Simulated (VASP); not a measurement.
Data:

```xyz
12
Lattice="1.9158 -5.3533 0.0000 1.9158 5.3533 0.0000 0.0000 0.0000 12.6694" Properties=species:S:1:pos:R:3 pbc="T T T"
Si     1.9158    -2.7536    11.9737
Si     1.9158     2.7536     0.6957
Si     1.9158     2.7536     5.6390
Si     1.9158    -2.7536     7.0304
Si     1.9158     0.7615     1.9921
Si     1.9158    -0.7615    10.6773
Si     1.9158    -0.7615     8.3268
Si     1.9158     0.7615     4.3426
Si     1.9158    -5.0453    11.5213
Si     1.9158     5.0453     1.1481
Si     1.9158     5.0453     5.1866
Si     1.9158    -5.0453     7.4828
```

These are r2SCAN meta-GGA, VASP's PBE PAW potentials (set 64) (plane waves; VASP) values and carry that method's errors. Settings: 400 eV cut-off, 7×7×2 Γ-centred mesh, tetrahedra with Blöchl corrections, potentials Si.

The path is coarsely sampled, so an indirect gap can come out somewhat too large.

Question: What does the run give for the energy per atom (σ→0), band gap (over mesh and band path) with the smallest direct gap where there is one?

Answer: 
```json
{
  "band gap (over mesh and band path)": "0.70 eV",
  "smallest direct gap (over mesh and band path)": "0.78 eV",
  "energy per atom (σ→0)": "-8.664 eV/atom"
}
```

Only differences to runs with the same potentials and settings are physical.

The structure comes from a computed database's Si entry (Cmcm); how it stands against other phases isn't given here. It was relaxed first.
